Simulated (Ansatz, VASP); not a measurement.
# SnSO: VASP beside Ansatz, part 2 of 2

Wanted: the spread between two codes on one cell, functional and k mesh. The cell is invented: As first built, before any earlier steps moved the atoms (in the runner's words): it takes the SnSeS structure with some of its atoms replaced by other elements, volume scaled by an estimate. It may not be a known or stable phase. The cell is taken from a series of VASP runs on this material, whose earlier steps may have relaxed, scaled or displaced it; both programs get it as it stands. Other levels of theory on this material are compared in a session of their own.

VASP 6.6.1 and Ansatz 0.2.0.

So far. Step 2 (VASP: band structure, PBE): The run ends at a pressure of 0.06 GPa, with forces up to 0.024 eV/Å.

### Step 6. Ansatz: band structure, r2SCAN

Level of this step: Ansatz beside VASP: Kohn-Sham DFT, plane waves, r2SCAN (Ansatz).

Levels along a path test the potential and the projectors away from the mesh points.

The cell is taken from a series of VASP runs on this material, whose earlier steps may have relaxed, scaled or displaced it; both programs get it as it stands.

Input file input.yaml:

```yaml
crystal:
  lattice:
    - [3.4671176086, 0.0, 0.0]
    - [-1.7335588043, 3.0026124474, 0.0]
    - [0.0, 0.0, 5.9579538463]
  atoms:
    - { symbol: Sn, position: [0.33333333, 0.66666667, 0.9673317131] }
    - { symbol: S, position: [0.66666667, 0.33333333, 0.2244465511] }
    - { symbol: O, position: [0.0, 0.0, 0.8082227358] }
hamiltonian:
  xc: r2scan
  pseudopotentials: { kind: paw }
kpoints:
  mp_grid: { grid: [5, 5, 3] }
  band_path:
    path:
      - [0.0, 0.0, 0.0]
      - [0.13333, 0.0, 0.0]
      - [0.3, 0.0, 0.0]
      - [0.46667, 0.0, 0.0]
      - [0.46667, 0.06667, 0.0]
      - [0.41111, 0.17778, 0.0]
      - [0.35556, 0.28889, 0.0]
      - [0.28889, 0.28889, 0.0]
      - [0.17778, 0.17778, 0.0]
      - [0.06667, 0.06667, 0.0]
      - [0.0, 0.0, 0.03333]
      - [0.0, 0.0, 0.2]
      - [0.0, 0.0, 0.36667]
      - [0.0, 0.0, 0.46667]
      - [0.0, 0.0, 0.5]
      - [0.16667, 0.0, 0.5]
      - [0.3, 0.0, 0.5]
      - [0.46667, 0.0, 0.5]
      - [0.46667, 0.06667, 0.5]
      - [0.41111, 0.17778, 0.5]
      - [0.35556, 0.28889, 0.5]
      - [0.28889, 0.28889, 0.5]
      - [0.17778, 0.17778, 0.5]
      - [0.06667, 0.06667, 0.5]
      - [0.5, 0.0, 0.46667]
      - [0.5, 0.0, 0.3]
      - [0.5, 0.0, 0.13333]
      - [0.33333, 0.33333, 0.0]
      - [0.33333, 0.33333, 0.16667]
      - [0.33333, 0.33333, 0.33333]
      - [0.33333, 0.33333, 0.5]
    npoints: 1
scf:
  occupations: { method: gaussian, width: 0.02 }
  n_extra_bands: 7
output:
  forces: true
  stress: true
  eigenvalues: true
```

Launch:

```console
$ ansatz run input.yaml --threads 2 --pin off --max-ram 4608MiB --backend cpu --events-out ev --progress --plain --runs-dir out
```

Numbers of over 12 decimals in the logs are rounded to 6 here.

Output:

```text
[...]
Crystal: 3 atoms, lattice volume = 62.025 Å³
Basis set: ecut = 500 eV, 1581 PW (Γ), exchange–correlation on 108×108×180 points (64 copies of the dense FFT grid, shifted against one another)
Bands: 20, of which v1, the nominal top of the filled ones, is band 13 counted from 1 (12 counted from 0)
Symmetry: 6 space group operations
[...]
k-point 0: bands = [... 9 lower, 2.6651, 4.0187, 5.3599, 5.3599, 6.2244, 10.6198, 12.7519, 12.7519, ... 3 higher]
  k-point 1: bands = [... 9 lower, 2.6649, 3.5253, 5.3659, 5.3659, 6.8575, 10.5675, 12.7137, 12.7137, ... 3 higher]
  k-point 2: bands = [... 9 lower, 2.2789, 3.5249, 4.1924, 5.0724, 7.5392, 10.5314, 13.0116, 13.5563, ... 3 higher]
  k-point 11: bands = [... 9 lower, 1.0640, 2.3581, 3.9874, 4.3496, 8.3830, 11.9895, 12.7633, 13.2270, ... 3 higher]
[key lines of the parts left out:]
SCF converged after 7 iterations
Free energy (F): -7513.018605 eV
Fermi energy:    5.795484 eV
P = ⅓ Tr σ = -3.4096 GPa (-34.096 kbar)
```

It took 3.8 s on 2 threads of Arm Neoverse V2, shared host; peak memory 0.45 GiB; 7.2 s of CPU time.

### Step 7. VASP: band structure, r2SCAN

The same cell, functional, mesh and smearing now go to VASP, with its own data sets and cutoff.

Input file INCAR:

```
SYSTEM = SnSO
PREC = Accurate
ENCUT = 520
EDIFF = 1E-06
NELM = 100
ISMEAR = 0
SIGMA = 0.02
LREAL = .FALSE.
ALGO = Normal
METAGGA = R2SCAN
LASPH = .TRUE.
LORBIT = 11
LWAVE = .FALSE.
LCHARG = .FALSE.
KPAR = 4
```

Input file POSCAR:

```
SnSO
1.0
    3.4671176086      0.0000000000      0.0000000000
   -1.7335588043      3.0026124474      0.0000000000
    0.0000000000      0.0000000000      5.9579538463
Sn S O
1 1 1
Direct
    0.3333333300      0.6666666700      0.9673317131
    0.6666666700      0.3333333300      0.2244465511
    0.0000000000      0.0000000000      0.8082227358
```

Input file KPOINTS:

```
Automatic mesh
0
Gamma
5 5 3
0 0 0
```

Input file KPOINTS_OPT:

```
Line mode
16
Line-mode
Reciprocal
  0.00000000   0.00000000   0.00000000 GAMMA
  0.50000000   0.00000000   0.00000000 M

  0.50000000   0.00000000   0.00000000 M
  0.33333333   0.33333333   0.00000000 K

  0.33333333   0.33333333   0.00000000 K
  0.00000000   0.00000000   0.00000000 GAMMA

  0.00000000   0.00000000   0.00000000 GAMMA
  0.00000000   0.00000000   0.50000000 A

  0.00000000   0.00000000   0.50000000 A
  0.50000000   0.00000000   0.50000000 L

  0.50000000   0.00000000   0.50000000 L
  0.33333333   0.33333333   0.50000000 H

  0.33333333   0.33333333   0.50000000 H
  0.00000000   0.00000000   0.50000000 A

  0.50000000   0.00000000   0.50000000 L
  0.50000000   0.00000000   0.00000000 M

  0.33333333   0.33333333   0.00000000 K
  0.33333333   0.33333333   0.50000000 H
```

Potentials, in the order of the species: Sn_d, S and O (PBE family, release 64).

Launch:

```console
$ mpirun -np 4 vasp_std
```

Output:

```text
[banner, memory and clock lines left out]
running    4 mpi-ranks, on    1 nodes
[...]
|                                                                             |
|               ----> ADVICE to this user running VASP <----                  |
|                                                                             |
|     You enforced a specific xc type in the INCAR file but a different       |
|     [... a line on the potential file left out ...]
|     I HOPE YOU KNOW WHAT YOU ARE DOING!                                     |
|                                                                             |

 LDA part: xc-table for (None), standard interpolation
 POSCAR, INCAR and KPOINTS ok, starting setup
[...]
entering main loop
       N       E                     dE             d eps       ncg     rms          rms(c)
DAV:   1     0.198963024668E+03    0.19896E+03   -0.14030E+04   416   0.198E+03
DAV:   2    -0.228347358593E+02   -0.22180E+03   -0.21673E+03   456   0.465E+02
[...]
DAV:  15    -0.413263402427E+02   -0.75252E-08   -0.21702E-07   283   0.532E-03
   1 F= -.41326340E+02 E0= -.41326340E+02  d E =-.781752E-33
 Start KPOINTS_OPT (optional k-point list driver)
k-point batch [1-12\144]
       N       E                     dE             ncg
DAV:   1     0.227482065786E+03   -0.34341E+04      408
DAV:   2    -0.241053975928E+04   -0.26380E+04      472
DAV:   3    -0.269522318316E+04   -0.28468E+03      540
DAV:   4    -0.270303743835E+04   -0.78143E+01      486
DAV:   5    -0.270323061962E+04   -0.19318E+00      630
DAV:   6    -0.270323566218E+04   -0.50426E-02      571
DAV:   7    -0.270323585582E+04   -0.19364E-03      638
DAV:   8    -0.270323585722E+04   -0.14060E-05      419
DAV:   9    -0.270323585738E+04   -0.15319E-06      462
[...]
k-point batch [133-144\144]
       N       E                     dE             ncg
DAV:   1     0.361120795824E+02   -0.12232E+05      408
DAV:   2    -0.255723545834E+04   -0.25933E+04      465
DAV:   3    -0.281798912196E+04   -0.26075E+03      534
DAV:   4    -0.282465846380E+04   -0.66693E+01      478
DAV:   5    -0.282483561936E+04   -0.17716E+00      611
DAV:   6    -0.282483992882E+04   -0.43095E-02      599
DAV:   7    -0.282483997436E+04   -0.45541E-04      639
DAV:   8    -0.282483997507E+04   -0.70892E-06      435
```

OUTCAR, selected parts (step 7):

```text
  Total       -1.2880545     -1.2880549     -1.1595138      0.0000000      0.0000000     -0.0000000
  in kB      -33.2720709    -33.2720824    -29.9517024      0.0000000      0.0000000     -0.0000000
  external PRESSURE =     -32.1652852 kB  Pullay stress =       0.0000000 kB

 POSITION                                       TOTAL-FORCE (eV/Angst)
 -----------------------------------------------------------------------------------
     -0.00000      2.00174      5.76332        -0.000000     -0.000000     -0.025706
      1.73356      1.00087      1.33724         0.000000      0.000000     -0.344093
      0.00000      0.00000      4.81535         0.000000      0.000000      0.369799
 -----------------------------------------------------------------------------------
    total drift:                               -0.000004      0.000014     -0.003401

  FREE ENERGIE OF THE ION-ELECTRON SYSTEM (eV)
  ---------------------------------------------------
  free  energy   TOTEN  =       -41.3263402427 eV

  energy  without entropy=      -41.3263402427  energy(sigma->0) =      -41.32634024

[... 2 parts as in an earlier step ...]

[... 1 further part left out ...]
[key lines of the parts left out:]
E-fermi :   3.5616
```

At this level the cell is under a tension of 3.2 GPa, so at these settings it is away from equilibrium.

### Step 8. Side by side

What differs besides the data sets and the points named for the pairs above, as far as they apply: VASP keeps PBE cores, Ansatz makes them for the functional; the cutoff is 500 eV in Ansatz and 520 eV in VASP. Total energies have different zeros and are not compared.

The two programs side by side:

```
                     quantity  Ansatz   VASP  difference
               pressure (GPa)   -3.41  -3.22       -0.19
gap over the path points (eV)   0.857  0.841      +0.015
```

Forces (eV/Å; atoms numbered as in POSCAR):

```
atom        Ansatz x, y, z          VASP x, y, z
 Sn1  0.000, 0.000, -0.107  0.000, 0.000, -0.026
  S2  0.000, 0.000, -0.333  0.000, 0.000, -0.344
  O3   0.000, 0.000, 0.440   0.000, 0.000, 0.370
```

Levels at points of the path, from each program's valence-band top (eV; 4 filled, then empty):

```
k (reciprocal lattice)                             Ansatz                               VASP
     0.000 0.000 0.000  -2.70 -1.35 -0.01 -0.01 0.86 5.25  -2.73 -1.36 -0.01 -0.01 0.84 5.28
     0.133 0.000 0.000  -2.89 -1.23 -1.05 -0.16 1.59 5.55  -2.91 -1.25 -1.05 -0.16 1.57 5.57
     0.300 0.000 0.000  -3.42 -2.61 -1.16 -0.49 2.68 4.82  -3.44 -2.61 -1.17 -0.50 2.66 4.83
     0.467 0.000 0.000  -3.76 -2.65 -1.22 -0.67 2.32 5.41  -3.78 -2.66 -1.23 -0.68 2.32 5.42
     0.467 0.067 0.000  -3.86 -2.65 -1.21 -0.86 2.44 5.67  -3.88 -2.66 -1.22 -0.87 2.43 5.68
     0.411 0.178 0.000  -4.20 -2.89 -1.47 -1.15 2.98 6.56  -4.21 -2.89 -1.47 -1.17 2.97 6.56
     0.356 0.289 0.000  -4.12 -3.51 -1.64 -1.15 3.31 6.91  -4.12 -3.52 -1.64 -1.16 3.31 6.92
     0.289 0.289 0.000  -4.14 -3.30 -1.67 -1.12 3.29 6.67  -4.14 -3.30 -1.68 -1.13 3.28 6.67
     0.178 0.178 0.000  -3.80 -2.24 -1.39 -0.89 2.95 5.35  -3.81 -2.25 -1.39 -0.90 2.94 5.36
     0.067 0.067 0.000  -2.87 -1.25 -0.81 -0.16 1.44 5.62  -2.89 -1.26 -0.81 -0.16 1.42 5.65
```

The forces differ by 36 meV/Å r.m.s., which is 21.3 % of the r.m.s. force of 0.17 eV/Å (both taken over all components). Among the levels compared at these points, filled levels agree within 23 meV and empty ones within 29 meV.

### Step 9. What the set-up changes

Further runs change the set-up of one program: Ansatz's method, potentials or start, or VASP's data sets, cutoff or form of LDA. The table gives Ansatz less VASP for each quantity, since a change that brings one quantity closer may part another.

```
                                        run  r.m.s. force difference (meV/Å)  pressure (GPa)  gap over the path points (eV)
                                   as above                               36           -0.19                          0.015
                       cores kept as stored                               35           -0.20                          0.015
    Ansatz's larger PAW set (cutoff 900 eV)                               35           -0.16                          0.019
norm-conserving potentials (cutoff 1290 eV)                               36           -0.25                          0.027
```

### Step 10. Outcome

| Quantity | Value |
| --- | --- |
| r.m.s. force difference (band structure, PBE) | 27 meV/Å |
| r.m.s. force difference (band structure, r2SCAN) | 36 meV/Å |

What this shows: The r.m.s. force difference is 36 meV/Å (band structure, r2SCAN), beyond the 12 meV/Å picked in this series as the mark of a large difference. Band structure, PBE, norm-conserving potentials (cutoff 1240 eV): the difference in pressure goes from -0.053 to -0.074 GPa; the difference in gap over the path points goes from 0.023 to 0.032 eV. Band structure, r2SCAN, Ansatz's larger PAW set (cutoff 900 eV): the difference in gap over the path points goes from 0.015 to 0.019 eV. Band structure, r2SCAN, norm-conserving potentials (cutoff 1290 eV): the difference in pressure goes from -0.19 to -0.25 GPa; the difference in gap over the path points goes from 0.015 to 0.027 eV. 12 further runs of this series are not shown here. How closely two codes agree says nothing of how well the functional describes the real material.

[Lines on the potential files, build, host, timing and source positions are cut from VASP's logs without a mark.]

[Logs are printed without paths, hosts, clocks, repeated set-up lines and the standing remarks that a program may print on its own settings, such as how far it seeks lower states.]

[Hosts, paths, dates, database ids (printed as entryN), source tags and the programs' standing remarks are cut or masked in the printed files.]
